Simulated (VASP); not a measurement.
Cost and result of VASP (PAW) for the lattice constant a of C (diamond). Static lattice. The cost counts the five points of the equation of state, each on the mesh and cut-off of its row, so the ratios hold those differences too. With PBEsol it took about 20 core-seconds. The timings are rough (shared machines, no repeats); factors under 2 mean little.

Measured: 3.553 Å at 0 K (as given by Daniel Mejia-Rodriguez et al., Physical Review B (2018), arXiv:1807.09216; static lattice: zero-point anharmonic expansion removed).

```json
[
 {"level": "LDA", "k-mesh": "13×13×13", "cut-off (eV)": "520", "lattice constant a (Å)": "3.537", "error (%)": "-0.5", "cost over PBEsol": "within a factor of 2"},
 {"level": "PBEsol", "k-mesh": "13×13×13", "cut-off (eV)": "520", "lattice constant a (Å)": "3.557", "error (%)": "+0.1", "cost over PBEsol": "reference"},
 {"level": "r2SCAN", "k-mesh": "13×13×13", "cut-off (eV)": "520", "lattice constant a (Å)": "3.564", "error (%)": "+0.3", "cost over PBEsol": "about 5 times"},
 {"level": "SCAN", "k-mesh": "13×13×13", "cut-off (eV)": "520", "lattice constant a (Å)": "3.557", "error (%)": "+0.1", "cost over PBEsol": "about 6 times"}
]
```

Within 1 % of the measurement lie LDA, PBEsol, r2SCAN, SCAN; LDA, PBEsol stand at the low end of their costs, within a factor of 2 against PBEsol.

Left out are levels that failed, ran on another kind of processor or have no fit band path; at most nine are shown.

The compound is C in the diamond structure.
